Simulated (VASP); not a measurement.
# A VASP study of CaHf (RPBE): structure first, properties next, part 3 of 5

What structure does CaHf take at this level, and what are its properties? The cell is invented: it takes the structure of COD entry 1522699, ZrHg (space group 123 there), with all of its atoms replaced by other elements, volume scaled by an estimate. It may not be a known or stable phase.

VASP 6.6.1, plane waves and PAW; the level of theory is named at each step.

So far. Step 3 (Second relaxation): It ends with forces that vanish by symmetry and a pressure of -0.01 GPa. The volume moved by only 0.01 %, so the volume is settled. Step 4 (Single point with fields (RPBE)): In this run the pressure is -0.04 GPa, small enough to go on; single stress components reach 0.06 GPa.

### Step 5. Bands along the symmetry lines (RPBE)

Level of this step: RPBE; plane waves and PAW (Hf_pv, Ca_sv); invented cell (VASP).

Levels along the symmetry lines show where the bands peak and cross; KPOINTS_OPT computes them in the converged potential.

The input, INCAR:

```
SYSTEM = CaHf
PREC = Accurate
ENCUT = 400
EDIFF = 1E-06
NELM = 100
ISMEAR = 1
SIGMA = 0.2
LREAL = .FALSE.
ALGO = Normal
GGA = RP
LORBIT = 11
LWAVE = .FALSE.
LCHARG = .FALSE.
```

The input, POSCAR:

```
CaHf
1.0
    3.2929099165      0.0000000000      0.0000000000
    0.0000000000      3.2929099165      0.0000000000
    0.0000000000      0.0000000000      5.3264748179
Hf Ca
1 1
Direct
    0.5000000000      0.5000000000      0.5000000000
    0.0000000000      0.0000000000      0.0000000000
```

The input, KPOINTS:

```
Automatic mesh
0
Gamma
8 8 5
0 0 0
```

The input, KPOINTS_OPT:

```
Line mode
16
Line-mode
Reciprocal
  0.00000000   0.00000000   0.00000000 GAMMA
  0.00000000   0.50000000   0.00000000 X

  0.00000000   0.50000000   0.00000000 X
  0.50000000   0.50000000   0.00000000 M

  0.50000000   0.50000000   0.00000000 M
  0.00000000   0.00000000   0.00000000 GAMMA

  0.00000000   0.00000000   0.00000000 GAMMA
  0.00000000   0.00000000   0.50000000 Z

  0.00000000   0.00000000   0.50000000 Z
  0.00000000   0.50000000   0.50000000 R

  0.00000000   0.50000000   0.50000000 R
  0.50000000   0.50000000   0.50000000 A

  0.50000000   0.50000000   0.50000000 A
  0.00000000   0.00000000   0.50000000 Z

  0.00000000   0.50000000   0.00000000 X
  0.00000000   0.50000000   0.50000000 R

  0.50000000   0.50000000   0.00000000 M
  0.50000000   0.50000000   0.50000000 A
```

The projector-augmented-wave data sets are Hf_pv and Ca_sv (PBE family, release 64).

Started as:

```console
$ mpirun -np 1 vasp_std
```

The program printed:

```text
[... set-up lines as in an earlier step ...]
 entering main loop
       N       E                     dE             d eps       ncg     rms          rms(c)
[... 13 cycles as in an earlier step ...]
   1 F= -.10052995E+02 E0= -.10052105E+02  d E =-.267148E-02
 Start KPOINTS_OPT (optional k-point list driver)
k-point batch [1-45\144]
       N       E                     dE             ncg
DAV:   1    -0.104531693661E+05   -0.31696E+05     1268
DAV:   2    -0.151470124018E+05   -0.46938E+04     1488
DAV:   3    -0.153106252068E+05   -0.16361E+03     2106
DAV:   4    -0.153149678650E+05   -0.43427E+01     1782
DAV:   5    -0.153150748025E+05   -0.10694E+00     2022
DAV:   6    -0.153150763365E+05   -0.15340E-02     1802
DAV:   7    -0.153150763702E+05   -0.33770E-04     2010
DAV:   8    -0.153150763709E+05   -0.63117E-06     1294
[...]
k-point batch [136-144\144]
       N       E                     dE             ncg
DAV:   1     0.177824523531E+05   -0.87780E+04      252
DAV:   2     0.169078735768E+05   -0.87458E+03      318
DAV:   3     0.168813971640E+05   -0.26476E+02      386
DAV:   4     0.168806706995E+05   -0.72646E+00      370
DAV:   5     0.168806560213E+05   -0.14678E-01      380
DAV:   6     0.168806558427E+05   -0.17863E-03      378
DAV:   7     0.168806558376E+05   -0.50961E-05      330
DAV:   8     0.168806558375E+05   -0.11033E-06      204
```

Wall time 81 s (1 MPI rank of AMD EPYC 7R43, shared host); peak memory 0.14 GiB.

OUTCAR, selected parts (step 5):

```text
   NELECT =      20.0000    total number of electrons

 E-fermi :   3.3724

[... 20 parts as in an earlier step ...]

[... 2 further parts left out ...]
```

Spin-orbit coupling is off here; it can split and shift levels that hold much weight on Hf by tenths of an eV or more.

Electronic bands along the path, in eV, zero at the Fermi level; # counts the bands kept in this run:

```csv
point,#1,#2,#3,#4,#5
Γ,-5.50,-1.78,-0.72,0.83,2.22
0.53 of the way,-4.26,-0.85,-0.22,0.02,1.46
X,-2.43,-1.07,-0.49,0.11,0.83
0.53 of the way,-1.55,-1.30,-0.52,-0.03,0.88
M,-1.71,-1.32,-0.57,-0.57,2.52
0.53 of the way,-3.63,-0.56,-0.10,0.38,0.78
Γ,-5.50,-1.78,-0.72,0.83,2.22
0.47 of the way,-5.17,-2.14,-0.64,0.57,2.02
Z,-4.54,-2.92,-0.52,0.57,1.77
0.53 of the way,-3.48,-2.18,0.02,0.60,0.74
R,-2.48,-1.69,0.27,0.49,0.71
0.47 of the way,-1.31,-1.04,-0.56,0.08,1.38
A,-1.31,-0.07,0.00,0.00,1.25
0.47 of the way,-2.34,-1.48,0.47,0.62,0.70
Z,-4.54,-2.92,-0.52,0.57,1.77
jump to X,-2.43,-1.07,-0.49,0.11,0.83
0.47 of the way,-2.45,-1.43,-0.07,0.18,0.89
R,-2.48,-1.69,0.27,0.49,0.71
jump to M,-1.71,-1.32,-0.57,-0.57,2.52
0.53 of the way,-1.51,-0.82,-0.32,-0.32,1.83
A,-1.31,-0.07,0.00,0.00,1.25
```

Of the projections kept (Hf, Ca), the largest for each band there, as a share of the weight inside these atoms' spheres; weight between the spheres isn't counted:

```csv
point,#1,#2,#3,#4,#5
Γ,Hf 0.83,Hf 0.74,Hf 0.93,Hf 0.79,Ca 0.86
X,Hf 0.90,Hf 0.65,Hf 0.94,Hf 0.96,Ca 0.68
M,Hf 0.90,Hf 0.53,Hf 0.76,Hf 0.76,Hf 0.83
Γ,Hf 0.83,Hf 0.74,Hf 0.93,Hf 0.79,Ca 0.86
Z,Hf 0.92,Ca 0.54,Hf 1.00,Hf 0.98,Ca 1.00
R,Hf 0.83,Hf 0.76,Hf 0.90,Hf 0.59,Hf 0.90
```

The electronic bands as a text plot (rows in eV):

```
    2.4 |**          **      ***                             *
    2.0 |           *  *        **                            *
    1.7 |  *            *   *     ***                  **      *
    1.4 |   *                               *         *         *
    1.0 |    **    *     * *         *     * * **   **    **
    0.7 |**    ** *       *  **************        *******  *
    0.4 |  *     *       ** *           ****  *  *****     **
    0.0 |   * *** *       **          **  * ** ****      ***    *
   -0.3 |  ****    **  ***  *       **     *  * *     ** *    ***
   -0.7 |**  * ********* *** *******        **   **     *    * *
   -1.0 |   * ****      *                   **           *    *
   -1.3 |  *      ******    *              ** ******      *  * **
   -1.7 |**       * ****     ***        ***         *      ****
   -2.0 |        *      *       *      *   *       * *
   -2.3 |      **                *   **  **           *  ****
   -2.7 |     *          *          *   *           *  *
   -3.0 |                         **   *                *
   -3.3 |                             *              *
   -3.7 |    *            *
   -4.0 |                  *         *                *
   -4.3 |   *                       *                  *
   -4.7 |  *                      **                    *
   -5.0 |                   *    *
   -5.3 |**                  ****
         Γ     X     M         Γ   Z     R     A        Z|X R|M A
```

There is no gap at this level.

### Step 6. Total and projected DOS (RPBE)

Here the states are counted by energy and projected on the atoms. The mesh is finer than in the run before.

Edit INCAR of step 5 so:

```diff
@@ -5,3 +5,3 @@
 NELM = 100
-ISMEAR = 1
+ISMEAR = -5
 SIGMA = 0.2
@@ -13 +13,2 @@
 LCHARG = .FALSE.
+NEDOS = 2001
```

POSCAR is that of step 5.

The input, KPOINTS:

```
Automatic mesh
0
Gamma
12 12 8
0 0 0
```

Started as:

```console
$ mpirun -np 1 vasp_std
```

The program printed:

```text
[... set-up lines as in an earlier step ...]
 entering main loop
       N       E                     dE             d eps       ncg     rms          rms(c)
DAV:   1     0.953943350518E+02    0.95394E+02   -0.95237E+03  3928   0.111E+03
DAV:   2    -0.724233475066E+01   -0.10264E+03   -0.10170E+03  4478   0.290E+02
DAV:   3    -0.109508918556E+02   -0.37086E+01   -0.35948E+01  6534   0.425E+01
DAV:   4    -0.110517227659E+02   -0.10083E+00   -0.10079E+00  5360   0.649E+00
DAV:   5    -0.110542419962E+02   -0.25192E-02   -0.25267E-02  6138   0.843E-01    0.287E+01
DAV:   6    -0.102212539530E+02    0.83299E+00   -0.86476E+00  4948   0.101E+01    0.207E+01
DAV:   7    -0.100715403201E+02    0.14971E+00   -0.14850E+00  4924   0.489E+00    0.792E+00
DAV:   8    -0.100602661943E+02    0.11274E-01   -0.11816E-01  5566   0.204E+00    0.119E+00
DAV:   9    -0.100545731012E+02    0.56931E-02   -0.35622E-02  5280   0.778E-01    0.556E-01
DAV:  10    -0.100542358665E+02    0.33723E-03   -0.48520E-03  5108   0.291E-01    0.730E-02
DAV:  11    -0.100542460460E+02   -0.10179E-04   -0.16074E-04  5394   0.865E-02    0.379E-02
DAV:  12    -0.100542397898E+02    0.62562E-05   -0.13362E-05  5504   0.295E-02    0.746E-03
DAV:  13    -0.100542378969E+02    0.18929E-05   -0.79412E-07  3618   0.558E-03    0.427E-03
DAV:  14    -0.100542382798E+02   -0.38286E-06   -0.17932E-07  2932   0.288E-03
   1 F= -.10054238E+02 E0= -.10054238E+02  d E =0.000000E+00
 -----------------------------------------------------------------------------
|                                                                             |
|           W    W    AA    RRRRR   N    N  II  N    N   GGGG   !!!           |
|           W    W   A  A   R    R  NN   N  II  NN   N  G    G  !!!           |
|           W    W  A    A  R    R  N N  N  II  N N  N  G       !!!           |
|           W WW W  AAAAAA  RRRRR   N  N N  II  N  N N  G  GGG   !            |
|           WW  WW  A    A  R   R   N   NN  II  N   NN  G    G                |
|           W    W  A    A  R    R  N    N  II  N    N   GGGG   !!!           |
|                                                                             |
|     Tetrahedron method does not include variations of the Fermi             |
|     occupations, so forces and stress will be inaccurate. We suggest        |
|     using a different smearing scheme ISMEAR = 1 or 2 for metals in         |
|     relaxations.                                                            |
|                                                                             |
 -----------------------------------------------------------------------------
```

It took 83 s on 1 MPI rank; peak memory 0.19 GiB.

OUTCAR, selected parts (step 6):

```text
   k-points           NKPTS =    140   k-points in BZ     NKDIM =    140   number of bands    NBANDS=     14

   NELECT =      20.0000    total number of electrons

 E-fermi :   3.3891

 k-point     1 :       0.0000    0.0000    0.0000
  band No.  band energies     occupation
    ...
      6     -18.2935      2.00000
      7     -18.2935      2.00000
      8      -2.1243      2.00000
      9       1.5901      2.00000
     10       2.6598      2.00000
     11       4.2000      0.00000
     12       5.5887      0.00000
     13       5.7983      0.00000
     14       5.7983      0.00000

  Total       -0.0299442     -0.0299442     -0.0073794      0.0000000      0.0000000     -0.0000000
  in kB       -0.8306596     -0.8306596     -0.2047081      0.0000000      0.0000000     -0.0000000
  external PRESSURE =      -0.6220091 kB  Pullay stress =       0.0000000 kB

  FREE ENERGIE OF THE ION-ELECTRON SYSTEM (eV)
  ---------------------------------------------------
  free  energy   TOTEN  =       -10.0542382798 eV

  energy  without entropy=      -10.0542382798  energy(sigma->0) =      -10.05423828

[... 7 parts as in an earlier step ...]

[... 10 further parts left out ...]
```

The DOS at the Fermi level is high for the number of transition-metal atoms. It is one value on this mesh and may be a narrow spike; if it stands, a magnetic instability is possible, which a run without spin can't show. With tetrahedra the forces and stress of a metal are not exact derivatives of the energy.

Numbers from this step:

```
SCF cycles                                           : 14
irreducible k-points                                 : 140
Fermi energy                                         : 3.389 eV
pressure                                             : -0.06220 GPa
DOS at the Fermi level, one point of the energy grid : 3.686 states/eV/cell
```

The density of states has structure finer than the step of the table below, so its rows give means over 0.5 eV, whole bins alone (the curve runs from -12.0 to 1.45 eV). Peaks (eV: height): total -0.50: 4.36, 0.12: 5.50, 0.85: 5.73; Hf d -0.50: 1.77, 0.12: 1.90, 0.85: 2.01; Ca d -0.50: 0.298, 0.12: 0.324, 0.85: 0.753; Hf p 0.12: 0.498, 0.85: 0.383.

States under -12.0 eV and over 1.4 eV are left out. Table of density of states by energy, zero at the Fermi level; means over each step; values in states/eV/cell:

```csv
energy (eV),total,Hf d,Ca d,Hf p
-6.0,0,0,0,0
-5.5,0.0346,8.0e-5,2.7e-5,2.0e-4
-5.0,0.198,7.5e-4,1.9e-4,0.00284
-4.5,0.350,0.00312,8.5e-4,0.00831
-4.0,0.408,0.00580,0.00237,0.0149
-3.5,0.460,0.0118,0.00506,0.0214
-3.0,0.558,0.0258,0.0107,0.0285
-2.5,0.913,0.0680,0.0258,0.0483
-2.0,0.961,0.107,0.0323,0.0626
-1.5,1.71,0.402,0.0687,0.0793
-1.0,1.81,0.458,0.104,0.0986
-0.5,2.67,1.02,0.167,0.121
0.0,4.05,1.43,0.245,0.336
0.5,2.13,0.770,0.151,0.142
1.0,2.65,0.910,0.365,0.179
```

The finer mesh and the other smearing move the Fermi level by +0.02 eV from the 8×8×5 run, a small shift, which tests the Fermi level alone. Of the states within 0.3 eV of the Fermi level, the largest shares in the PAW spheres are Hf d 35 %, Hf p 8 % and Ca d 6 %. The rest lies in smaller channels or between the spheres.

### Step 7. Volume scan with RPBE, volume scale 0.94

An equation of state needs energies on both sides of the minimum, all on one mesh and cutoff.

Edit INCAR of step 6 so:

```diff
@@ -5,3 +5,3 @@
 NELM = 100
-ISMEAR = -5
+ISMEAR = 1
 SIGMA = 0.2
@@ -13,2 +13,2 @@
 LCHARG = .FALSE.
-NEDOS = 2001
+ISIF = 2
```

The input, POSCAR:

```
CaHf
1.0
    3.2256888115      0.0000000000      0.0000000000
    0.0000000000      3.2256888115      0.0000000000
    0.0000000000      0.0000000000      5.2177407400
Hf Ca
1 1
Direct
    0.5000000000      0.5000000000      0.5000000000
    0.0000000000      0.0000000000      0.0000000000
```

The input, KPOINTS:

```
Automatic mesh
0
Gamma
8 8 5
0 0 0
```

Started as:

```console
$ mpirun -np 1 vasp_std
```

The program printed:

```text
[... set-up lines as in an earlier step ...]
 entering main loop
       N       E                     dE             d eps       ncg     rms          rms(c)
DAV:   1     0.977969419235E+02    0.97797E+02   -0.96523E+03  1268   0.113E+03
DAV:   2    -0.727593428719E+01   -0.10507E+03   -0.10410E+03  1476   0.296E+02
DAV:   3    -0.108910908077E+02   -0.36152E+01   -0.34931E+01  2126   0.427E+01
DAV:   4    -0.109745591603E+02   -0.83468E-01   -0.83304E-01  1584   0.615E+00
DAV:   5    -0.109774480731E+02   -0.28889E-02   -0.28886E-02  2058   0.841E-01    0.293E+01
DAV:   6    -0.101694866515E+02    0.80796E+00   -0.81108E+00  1602   0.101E+01    0.207E+01
DAV:   7    -0.100446462001E+02    0.12484E+00   -0.14021E+00  1572   0.495E+00    0.794E+00
DAV:   8    -0.100268392476E+02    0.17807E-01   -0.14240E-01  1700   0.206E+00    0.112E+00
DAV:   9    -0.100221862670E+02    0.46530E-02   -0.25562E-02  1660   0.753E-01    0.665E-01
DAV:  10    -0.100219978450E+02    0.18842E-03   -0.29949E-03  1694   0.254E-01    0.127E-01
DAV:  11    -0.100219981350E+02   -0.29007E-06   -0.13115E-04  1666   0.775E-02    0.373E-02
DAV:  12    -0.100220051284E+02   -0.69933E-05   -0.10222E-05  1878   0.267E-02    0.113E-02
DAV:  13    -0.100220047961E+02    0.33222E-06   -0.52860E-07  1140   0.365E-03
   1 F= -.10022005E+02 E0= -.10021168E+02  d E =-.250894E-02
```

Wall time 27 s (1 MPI rank); peak memory 0.13 GiB.

OUTCAR, selected parts (step 7):

```text
   ENCUT  =  400.0 eV  29.40 Ry    5.42 a.u.   5.26  5.26  8.51*2*pi/ulx,y,z

   NELECT =      20.0000    total number of electrons

 E-fermi :   3.7150

 k-point     1 :       0.0000    0.0000    0.0000
  band No.  band energies     occupation
    ...
      6     -17.7750      2.00000
      7     -17.7750      2.00000
      8      -1.9339      2.00000
      9       1.8217      2.00000
     10       2.8948      2.00000
     11       4.7139     -0.00000
     12       5.9722     -0.00000
     13       6.2572     -0.00000
     14       6.2572     -0.00000

  Total        0.9724451      0.9724451      0.9987984      0.0000000      0.0000000      0.0000000
  in kB       28.6977768     28.6977768     29.4754881      0.0000000      0.0000000      0.0000000
  external PRESSURE =      28.9570139 kB  Pullay stress =       0.0000000 kB

 POSITION                                       TOTAL-FORCE (eV/Angst)
 -----------------------------------------------------------------------------------
      1.61284      1.61284      2.60887         0.000000      0.000000      0.000000
      0.00000      0.00000      0.00000         0.000000      0.000000      0.000000
 -----------------------------------------------------------------------------------
    total drift:                                0.000000      0.000000     -0.000000

  FREE ENERGIE OF THE ION-ELECTRON SYSTEM (eV)
  ---------------------------------------------------
  free  energy   TOTEN  =       -10.0220047961 eV

  energy  without entropy=      -10.0194958561  energy(sigma->0) =      -10.02116848

[... 4 parts as in an earlier step ...]

[... 12 further parts left out ...]
```

The scan keeps the cell's shape and the fractional positions fixed.

This step gave:

```
SCF cycles              : 13
irreducible k-points    : 45
free energy (TOTEN)     : -10.02 eV
energy at zero smearing : -10.02 eV
Fermi energy            : 3.715 eV
pressure                : 2.896 GPa
```

The pressure here is 2.90 GPa.

### Step 8. Volume scan with RPBE, volume scale 0.96

INCAR is that of step 7.

The input, POSCAR:

```
CaHf
1.0
    3.2484056783      0.0000000000      0.0000000000
    0.0000000000      3.2484056783      0.0000000000
    0.0000000000      0.0000000000      5.2544866038
Hf Ca
1 1
Direct
    0.5000000000      0.5000000000      0.5000000000
    0.0000000000      0.0000000000      0.0000000000
```

KPOINTS is that of step 7.

Started as:

```console
$ mpirun -np 1 vasp_std
```

The program printed:

```text
[... set-up lines as in an earlier step ...]
 entering main loop
       N       E                     dE             d eps       ncg     rms          rms(c)
DAV:   1     0.100232093036E+03    0.10023E+03   -0.96109E+03  1260   0.112E+03
DAV:   2    -0.708221323588E+01   -0.10731E+03   -0.10612E+03  1464   0.299E+02
DAV:   3    -0.109184696840E+02   -0.38363E+01   -0.37352E+01  2130   0.440E+01
DAV:   4    -0.110073172102E+02   -0.88848E-01   -0.88808E-01  1654   0.625E+00
DAV:   5    -0.110098350109E+02   -0.25178E-02   -0.25175E-02  2006   0.819E-01    0.291E+01
DAV:   6    -0.101938570969E+02    0.81598E+00   -0.83040E+00  1610   0.101E+01    0.205E+01
DAV:   7    -0.100622379320E+02    0.13162E+00   -0.14423E+00  1604   0.494E+00    0.794E+00
DAV:   8    -0.100445952007E+02    0.17643E-01   -0.14548E-01  1782   0.208E+00    0.112E+00
DAV:   9    -0.100396985036E+02    0.48967E-02   -0.26710E-02  1652   0.747E-01    0.642E-01
DAV:  10    -0.100395073024E+02    0.19120E-03   -0.29865E-03  1686   0.252E-01    0.127E-01
DAV:  11    -0.100395077517E+02   -0.44923E-06   -0.13267E-04  1666   0.773E-02    0.340E-02
DAV:  12    -0.100395144697E+02   -0.67180E-05   -0.97732E-06  1872   0.265E-02    0.107E-02
DAV:  13    -0.100395142446E+02    0.22502E-06   -0.53580E-07  1134   0.359E-03
   1 F= -.10039514E+02 E0= -.10038671E+02  d E =-.252959E-02
```

Run time: 26 s. Hardware: 1 MPI rank; peak memory 0.13 GiB.

Parts of OUTCAR (step 8):

```text
   ENCUT  =  400.0 eV  29.40 Ry    5.42 a.u.   5.30  5.30  8.57*2*pi/ulx,y,z

   NELECT =      20.0000    total number of electrons

 E-fermi :   3.5964

 k-point     1 :       0.0000    0.0000    0.0000
  band No.  band energies     occupation
    ...
      6     -17.9503      2.00000
      7     -17.9503      2.00000
      8      -2.0021      2.00000
      9       1.7423      2.00000
     10       2.8121      2.00000
     11       4.5333     -0.00000
     12       5.8435     -0.00000
     13       6.0982     -0.00000
     14       6.0982     -0.00000

  Total        0.6253792      0.6253792      0.6500989      0.0000000      0.0000000     -0.0000000
  in kB       18.0710421     18.0710421     18.7853449      0.0000000      0.0000000     -0.0000000
  external PRESSURE =      18.3091431 kB  Pullay stress =       0.0000000 kB

 POSITION                                       TOTAL-FORCE (eV/Angst)
 -----------------------------------------------------------------------------------
      1.62420      1.62420      2.62724         0.000000      0.000000      0.000000
      0.00000      0.00000      0.00000         0.000000      0.000000      0.000000
 -----------------------------------------------------------------------------------
    total drift:                                0.000000      0.000000     -0.000000

  FREE ENERGIE OF THE ION-ELECTRON SYSTEM (eV)
  ---------------------------------------------------
  free  energy   TOTEN  =       -10.0395142446 eV

  energy  without entropy=      -10.0369846587  energy(sigma->0) =      -10.03867105

[... 4 parts as in an earlier step ...]

[... 12 further parts left out ...]
```

This step gave:

```
free energy (TOTEN)     : -10.04 eV
energy at zero smearing : -10.04 eV
Fermi energy            : 3.596 eV
pressure                : 1.831 GPa
```

The pressure falls from 2.90 to 1.83 GPa.

The run ends at a pressure of 1.83 GPa.

(Continued in part 4 of 5.)

[Lines on the potential files, build, host, timing and source positions are cut from VASP's logs without a mark.]

[Logs are printed without paths, hosts, clocks, repeated set-up lines and the standing remarks that a program may print on its own settings, such as how far it seeks lower states.]

[Hosts, paths, dates, database ids (printed as entryN), source tags and the programs' standing remarks are cut or masked in the printed files.]

[A measured line is paired with the nearest computed mode of its activity, which favours agreement.]

[In band tables of VASP the shares of atoms and orbitals are scaled to a sum of 1 inside the atoms' spheres.]
